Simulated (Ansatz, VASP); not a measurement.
# Si5Ge2O14 (germanium-doped silica glass): VASP beside Ansatz

Wanted: the spread between two codes on one cell, functional and k mesh. The structure shown is the start of the Ansatz relaxation below; VASP solves that cell, so the two are compared at the walk's first step.

Method: plane waves, with VASP 6.6.1 beside it; single point at PBE, in Ansatz 0.2.0.

## 1. The starting structure

The cell holds 42 atoms: 4 Ge, 10 Si and 28 O. Its edges and angles: a = 8.530 Å, b = 8.530 Å, c = 8.530 Å, α = 90.0°, β = 90.0°, γ = 90.0°. As first built, before any earlier steps moved the atoms (in the runner's words): kind germanium-doped silica glass; units_of_the_quenched_model {'SiO2': 10, 'GeO2': 4}; melt_K 4000; rate_K_ps 20; atoms 42.

## 2. Ansatz: relaxation, PBE

Ansatz runs on its PAW soft_1 files.

The two programs are compared at the cell with which this relaxation starts, whose forces are those of its first step.

Contents of input.yaml:

```yaml
crystal:
  lattice:
    - [8.5302548958, 0.0, 0.0]
    - [0.0, 8.5302548958, 0.0]
    - [0.0, 0.0, 8.5302548958]
  atoms:
    - { symbol: Ge, position: [0.643119, 0.769481, 0.722558] }
    - { symbol: Ge, position: [0.585571, 0.459517, 0.346018] }
    - { symbol: Ge, position: [0.638538, 0.987944, 0.390876] }
    - { symbol: Ge, position: [0.10568, 0.371174, 0.741746] }
    - { symbol: Si, position: [0.30388, 0.998877, 0.51583] }
    - { symbol: Si, position: [0.260111, 0.671796, 0.344679] }
    - { symbol: Si, position: [0.650523, 0.323144, 0.00471] }
    - { symbol: Si, position: [0.239394, 0.042111, 0.869511] }
    - { symbol: Si, position: [0.89523, 0.598041, 0.926179] }
    - { symbol: Si, position: [0.471147, 0.440397, 0.694501] }
    - { symbol: Si, position: [0.958214, 0.459615, 0.411995] }
    - { symbol: Si, position: [0.07052, 0.841973, 0.094939] }
    - { symbol: Si, position: [0.995785, 0.117612, 0.34562] }
    - { symbol: Si, position: [0.569568, 0.98916, 0.027484] }
    - { symbol: O, position: [0.504146, 0.624855, 0.715888] }
    - { symbol: O, position: [0.974126, 0.384726, 0.589733] }
    - { symbol: O, position: [0.651688, 0.861283, 0.546859] }
    - { symbol: O, position: [0.543531, 0.355724, 0.849633] }
    - { symbol: O, position: [0.000422, 0.302723, 0.308477] }
    - { symbol: O, position: [0.051974, 0.512752, 0.872177] }
    - { symbol: O, position: [0.03014, 0.989224, 0.207035] }
    - { symbol: O, position: [0.926793, 0.725824, 0.06001] }
    - { symbol: O, position: [0.45844, 0.070732, 0.438247] }
    - { symbol: O, position: [0.123801, 0.907865, 0.927444] }
    - { symbol: O, position: [0.211062, 0.74733, 0.176446] }
    - { symbol: O, position: [0.817584, 0.679111, 0.772404] }
    - { symbol: O, position: [0.576633, 0.34594, 0.179617] }
    - { symbol: O, position: [0.419873, 0.575787, 0.329664] }
    - { symbol: O, position: [0.385685, 0.044886, 0.994557] }
    - { symbol: O, position: [0.783337, 0.519021, 0.368001] }
    - { symbol: O, position: [0.289897, 0.408, 0.676341] }
    - { symbol: O, position: [0.815293, 0.083829, 0.394585] }
    - { symbol: O, position: [0.686287, 0.140449, 0.00686] }
    - { symbol: O, position: [0.13907, 0.199371, 0.842819] }
    - { symbol: O, position: [0.316549, 0.004591, 0.702302] }
    - { symbol: O, position: [0.595166, 0.92719, 0.201966] }
    - { symbol: O, position: [0.141653, 0.083383, 0.465063] }
    - { symbol: O, position: [0.555244, 0.392938, 0.534148] }
    - { symbol: O, position: [0.287896, 0.818468, 0.459821] }
    - { symbol: O, position: [0.100555, 0.5816, 0.396038] }
    - { symbol: O, position: [0.609518, 0.874103, 0.8896] }
    - { symbol: O, position: [0.783117, 0.455964, 0.989218] }
  symmetry: { detect: false }
kpoints:
  mp_grid: { grid: [2, 2, 2] }
scf:
  occupations: { method: fermi_dirac, width: 0.05 }
hamiltonian:
  xc: pbe
  pseudopotentials: { kind: paw, azcp: { folder: soft_1 } }
output:
  forces: true
  stress: true
relax:
  f_tol: 0.04
  max_steps: 100
  escape_saddle: false
  cell: { stress_tol: 0.4, fix: [] }
```

Run with:

```sh
$ ansatz run input.yaml --threads 4 --pin off --max-ram 16384MiB --backend cpu --events-out ev --progress --plain --runs-dir out
```

Numbers of over 12 decimals in the logs are rounded to 6 here.

Output:

```text
Engine: ansatz 0.2.0, aarch64-unknown-linux-gnu
Pseudopotentials: kind: paw
Pseudopotential: Ge, paw, valence charge 14, recommended cutoff 420 eV (normal), soft_1/Ge.paw.azcp
Pseudopotential: Si, paw, valence charge 4, recommended cutoff 420 eV (normal), soft_1/Si.paw.azcp
Pseudopotential: O, paw, valence charge 6, recommended cutoff 420 eV (normal), soft_1/O.paw.azcp
Functional definition: PBE
  parameter kappa = 0.804
  parameter beta = 0.066725
  exchange = pbe_x(kappa = kappa, mu = beta*pi^2/3)
  correlation = pbe_c(beta = beta)
Crystal: 42 atoms, lattice volume = 620.706 Å³
Basis set: ecut = 420 eV, 12149 PW (Γ), exchange–correlation on 120×120×120 points (8 copies of the dense FFT grid, shifted against one another)
Bands: 174, of which v1, the nominal top of the filled ones, is band 132 counted from 1 (131 counted from 0)
Symmetry: 1 space group operations
k-points: 8
Non-local potential: Ge, projectors of the file, l = 0: 2, l = 1: 2, l = 2: 3, l = 3: 1
Non-local potential: Si, projectors of the file, l = 0: 2, l = 1: 2, l = 2: 1
Non-local potential: O, projectors of the file, l = 0: 2, l = 1: 2, l = 2: 1
PAW form: soft (Blöchl's): semilocal exchange-correlation on the pseudo side does not see the compensation charge
PAW one-centre angular grid: Ge, 590 points (default); XC on 64 Gauss nodes
PAW one-centre angular grid: Si, 110 points (default); XC on 64 Gauss nodes
PAW one-centre angular grid: O, 110 points (default); XC on 64 Gauss nodes
Initial density: superposition of atomic densities (chi_scale 0.1, normalization cell, long waves kept (reshape's long-wave potential 0.45 eV rms))
Initial wavefunctions: pseudopotential atomic-orbital guess
Functional: x = pbe(κ = 0.804, μ = 0.219515), c = pbe(β = 0.066725)
SCF iter   1: F=—  HF=-39477.105454 eV  |F-HF|=—  |Δ(HF+E_count)|=         —  Δρ=1.19e-1  dr2=7.48e1  ethr=3.10e-3  ⟨swp⟩=6.0  Hψ=6520  notcnv=0  defer=122
preconditioner: auto → Resta (q_TF=auto, 2.366 Å⁻¹)  ε∞=2.7  [insulator: Δε(μ)=4.626 eV  Ē_g=17.100 eV  σ=0.050 eV  W_gap=1.00  n_scr=146 (ndim 8)  ℏωp=22.3 eV  f_vac=0.155  D(μ)=0.00/eV (n_scr^D=0)  ε∞_Penn≈2.7]
SCF iter   2: F=—  HF=-39456.071848 eV  |F-HF|=—  |Δ(HF+E_count)|=    2.10e1  Δρ=4.30e-2  dr2=5.73e0  ethr=3.10e-3  ⟨swp⟩=3.0  Hψ=2738  notcnv=0  defer=299
SCF iter   3: F=—  HF=-39455.076393 eV  |F-HF|=—  |Δ(HF+E_count)|=   9.95e-1  Δρ=1.90e-2  dr2=1.54e0  ethr=2.17e-3  ⟨swp⟩=2.6  Hψ=1201  notcnv=0  defer=299
SCF iter   4: F=—  HF=-39454.918830 eV  |F-HF|=—  |Δ(HF+E_count)|=   1.58e-1  Δρ=3.47e-3  dr2=6.40e-2  ethr=5.84e-4  ⟨swp⟩=2.1  Hψ=2637  notcnv=0  defer=302
SCF iter   5: F=—  HF=-39454.914133 eV  |F-HF|=—  |Δ(HF+E_count)|=   4.70e-3  Δρ=1.53e-3  dr2=1.43e-2  ethr=2.43e-5  ⟨swp⟩=2.0  Hψ=2245  notcnv=0  defer=302
SCF iter   6: F=—  HF=-39454.925748 eV  |F-HF|=—  |Δ(HF+E_count)|=   1.16e-2  Δρ=6.48e-4  dr2=2.39e-3  ethr=5.43e-6  ⟨swp⟩=2.0  Hψ=1793  notcnv=0  defer=302
SCF iter   7: F=—  HF=-39454.925898 eV  |F-HF|=—  |Δ(HF+E_count)|=   1.50e-4  Δρ=2.06e-4  dr2=2.85e-4  ethr=9.05e-7  ⟨swp⟩=2.0  Hψ=2146  notcnv=0  defer=302
SCF iter   8: F=—  HF=-39454.925971 eV  |F-HF|=—  |Δ(HF+E_count)|=   7.26e-5  Δρ=7.09e-5  dr2=3.42e-5  ethr=1.08e-7  ⟨swp⟩=2.0  Hψ=1776  notcnv=0  defer=302
SCF iter   9: F=—  HF=-39454.925869 eV  |F-HF|=—  |Δ(HF+E_count)|=   1.02e-4  Δρ=5.13e-5  dr2=1.22e-5  ethr=1.29e-8  ⟨swp⟩=2.0  Hψ=2074  notcnv=0  defer=302
SCF iter  10: F=—  HF=-39454.925866 eV  |F-HF|=—  |Δ(HF+E_count)|=   3.21e-6  Δρ=1.09e-5  dr2=6.89e-7  ethr=4.62e-9  ⟨swp⟩=2.0  Hψ=2066  notcnv=0  defer=302
SCF iter  11: F=—  HF=-39454.925866 eV  |F-HF|=—  |Δ(HF+E_count)|=   4.54e-8  Δρ=4.86e-6  dr2=1.26e-7  ethr=3.79e-11  ⟨swp⟩=5.0  Hψ=5001  notcnv=0
SCF iter  12: F=-39454.925866 eV  HF=-39454.925866 eV  |F-HF|=1.35e-9  |Δ(HF+E_count)|=   5.44e-9  Δρ=1.67e-6  dr2=1.63e-8  ethr=3.79e-11  ⟨swp⟩=4.9  Hψ=4215  notcnv=0
SCF 1 converged in 12 iterations: F = -39454.925866 eV  dr2 = 1.63e-8
  greatest PAW one-centre occupation: 0.999 electrons in one spin orbital (limit 2), on the Ge atom at site 1 (counted from 0), in its partial waves of l = 2
relax step   1: F+E_penalty+E_count = -39454.92586578 eV  Δ(F+E_penalty+E_count) = +0.000e0 eV  max|allowed force component| = 1.887e0 eV/Å  Δτ_max = 0.0000 Å  P = +5.672 GPa  Ω = 620.706 Å³  (12 SCF iters, dr2 threshold 1.00e-7 eV, accepted)
Crystal: 42 atoms, lattice volume = 630.492 Å³
Basis set: ecut = 420 eV, 12325 PW (Γ), exchange–correlation on 120×120×120 points (8 copies of the dense FFT grid, shifted against one another)
Initial density: handed on by an earlier stage of this run
Initial wavefunctions: those handed on with the density
iter 1 solved again at ethr=1.36e-4 eV; its pass at ethr=3.10e-3 eV (dr2=3.60e-1 eV) is discarded
SCF iter   1: F=—  HF=-39456.145532 eV  |F-HF|=—  |Δ(HF+E_count)|=         —  Δρ=1.09e-2  dr2=3.71e-1  ethr=1.36e-4  ⟨swp⟩=5.2  Hψ=7422  notcnv=0
[...]
preconditioner: auto → Resta (q_TF=auto, 2.370 Å⁻¹)  ε∞=2.8  [insulator: Δε(μ)=4.239 eV  Ē_g=18.346 eV  σ=0.050 eV  W_gap=1.00  n_scr=136 (ndim 8)  ℏωp=24.3 eV  f_vac=0.218  D(μ)=0.00/eV (n_scr^D=0)  ε∞_Penn≈2.8]
[...]
SCF converged after 5 iterations
Free energy (F): -39457.646121 eV
Harris-Foulkes:  -39457.646121 eV  (|F-HF|=4.01e-9)
Internal energy: -39457.646121 eV  (E = F + TS)
E sigma→0 (E₀):  -39457.646121 eV
Fermi energy:    3.884869 eV
--- Per-component energies (eV) ---
  E_band       = -1975.664786
  E_kinetic    = 5590.640622
  E_local      = -27811.219416  (includes V_loc(G=0)·N_el)
  E_nonlocal   = 2588.509002
  E_hartree    = 11719.330497
  E_xc         = -2853.716778
  E_vxc        = -3295.217931  (∫ρ·V_xc dr)
  E_paw        = -17785.618759  (= ΣΔE_a)
  E_vpaw       = -2487.064088  (= ΣTr[D̂ρ^β])
  E_aug_tail   = 0.022782  (compensation charges beyond the density's cutoff)
  E_ewald      = -10905.594071
  E_smearing   = -0.000000  (= −TS)
  E_closure    = 0.000000  (closes the sum)
  Σ components = -39457.646121   (vs F -39457.646121, Δ=0.00e0)
--- Forces (eV/Å), atoms counted from 1 ---
  atom   1  Ge     0.00371643    -0.00383232    -0.00290498
  atom   2  Ge     0.00649667    -0.00156575    -0.00953006
  atom   3  Ge     0.00566587     0.00340814    -0.00655903
  atom   4  Ge    -0.00525196     0.00406487    -0.00046397
  atom   5  Si    -0.00243601    -0.00249943    -0.00253764
  atom   6  Si    -0.00075953    -0.00269237    -0.00197764
  atom   7  Si    -0.00153471     0.00220776     0.00857420
  atom   8  Si    -0.00138531    -0.00331187     0.00119224
  atom   9  Si    -0.00217830     0.00429875     0.00174539
  atom  10  Si    -0.00035320     0.00560259     0.01240680
  atom  11  Si    -0.00558213    -0.00359108    -0.00859958
  atom  12  Si    -0.00763882    -0.00068920     0.00225812
  atom  13  Si    -0.00491021    -0.00160982    -0.00095732
  atom  14  Si     0.00311076    -0.00141678     0.00573953
  atom  15  O      0.00062735    -0.00564696    -0.00155694
  atom  16  O     -0.00102706    -0.00108914     0.00912943
  atom  17  O      0.00190272    -0.00254631     0.00374701
  atom  18  O     -0.00591016     0.00477695    -0.00471592
  atom  19  O      0.00158489    -0.00022377     0.00177213
  atom  20  O      0.00195552    -0.00229259    -0.00212147
  atom  21  O      0.00186493     0.00145578    -0.00103256
  atom  22  O      0.00068497    -0.00221507     0.00233916
  atom  23  O     -0.00280797    -0.00059549    -0.00111513
  atom  24  O      0.00453074    -0.00090080    -0.00336510
[...]
atom  35  O     -0.00088194     0.00313356     0.00066189
  atom  36  O     -0.00076980    -0.00003788    -0.00071672
  atom  37  O      0.00351120    -0.00131396     0.00319888
  atom  38  O      0.00034907     0.00153897    -0.00336694
  atom  39  O      0.00036436     0.00259792     0.00159600
  atom  40  O      0.00089558     0.00331003    -0.00117497
  atom  41  O      0.00156700     0.00267932    -0.00161648
  atom  42  O     -0.00160072     0.00325917    -0.00042597
  max |Σ_I F_I| component: 3.15e-5 eV/Å
--- Stress (GPa, compression-positive) ---
       -0.093068       0.031526      -0.043747
        0.031523       0.216863       0.033101
       -0.043748       0.033105      -0.081259
  P = ⅓ Tr σ = 0.0142 GPa (0.142 kbar)
--- Relaxed structure (7 steps of the walk, 7 accepted, 1 SCFs on fresh bases) ---
  F+E_penalty+E_count = -39457.64612147 eV   max|allowed force component| = 1.241e-2 eV/Å   (the final SCF, on the basis selected at the relaxed cell)
  cell:  # Å, volume = 614.6541 Å³
    - [8.302050, 0.054180, -0.098669]
    - [0.054180, 8.849079, 0.064551]
    - [-0.098669, 0.064551, 8.368556]
  atoms:
    - { symbol: Ge, position: [0.652537, 0.767372, 0.721086] }
    - { symbol: Ge, position: [0.600166, 0.476394, 0.366799] }
    - { symbol: Ge, position: [0.622237, 0.964055, 0.378632] }
    - { symbol: Ge, position: [0.118840, 0.376018, 0.746058] }
    - { symbol: Si, position: [0.275719, 0.972144, 0.512463] }
    - { symbol: Si, position: [0.258978, 0.672038, 0.344648] }
    - { symbol: Si, position: [0.641679, 0.340225, 0.026398] }
    - { symbol: Si, position: [0.246278, 0.048409, 0.866038] }
    - { symbol: Si, position: [0.902498, 0.587683, 0.930654] }
    - { symbol: Si, position: [0.476403, 0.463658, 0.711098] }
    - { symbol: Si, position: [0.972060, 0.434488, 0.402620] }
    - { symbol: Si, position: [0.063984, 0.849866, 0.090618] }
    - { symbol: Si, position: [0.965436, 0.104010, 0.339353] }
    - { symbol: Si, position: [0.587895, 1.009219, 0.010521] }
    - { symbol: O, position: [0.488345, 0.645526, 0.744091] }
    - { symbol: O, position: [0.971936, 0.377092, 0.590917] }
    - { symbol: O, position: [0.663685, 0.814109, 0.516384] }
    - { symbol: O, position: [0.512571, 0.372465, 0.878826] }
    - { symbol: O, position: [-0.016870, 0.282894, 0.291096] }
    - { symbol: O, position: [0.076539, 0.511416, 0.891169] }
    - { symbol: O, position: [-0.012265, 0.988485, 0.191855] }
    - { symbol: O, position: [0.927797, 0.721814, 0.059607] }
    - { symbol: O, position: [0.426090, 0.037815, 0.408161] }
    - { symbol: O, position: [0.122589, 0.917131, 0.920541] }
    - { symbol: O, position: [0.219271, 0.770081, 0.181361] }
    - { symbol: O, position: [0.827540, 0.658758, 0.762984] }
    - { symbol: O, position: [0.563299, 0.355866, 0.203792] }
    - { symbol: O, position: [0.445120, 0.612657, 0.336290] }
    - { symbol: O, position: [0.396753, 0.057633, 0.994825] }
    - { symbol: O, position: [0.804918, 0.530204, 0.359227] }
    - { symbol: O, position: [0.294748, 0.426074, 0.649719] }
    - { symbol: O, position: [0.783533, 0.089100, 0.411448] }
    - { symbol: O, position: [0.696501, 0.162948, 0.014790] }
    - { symbol: O, position: [0.139936, 0.204150, 0.851399] }
    - { symbol: O, position: [0.324500, 0.00195104, 0.697720] }
    - { symbol: O, position: [0.620731, 0.909285, 0.175764] }
    - { symbol: O, position: [0.108602, 0.064462, 0.471658] }
    - { symbol: O, position: [0.589053, 0.404385, 0.564985] }
    - { symbol: O, position: [0.247755, 0.791317, 0.491622] }
    - { symbol: O, position: [0.124905, 0.541065, 0.363510] }
    - { symbol: O, position: [0.645970, 0.916587, 0.855019] }
    - { symbol: O, position: [0.788501, 0.457664, 1.005852] }
```

The column dr2 measures how far the density is from self-consistency, as an energy; F and HF (Harris–Foulkes) agree once it is small.

(Continued in part 2 of 2.)

[Lines on the potential files, build, host, timing and source positions are cut from VASP's logs without a mark.]

[Logs are printed without paths, hosts, clocks, repeated set-up lines and the standing remarks that a program may print on its own settings, such as how far it seeks lower states.]

[Hosts, paths, dates, database ids (printed as entryN), source tags and the programs' standing remarks are cut or masked in the printed files.]
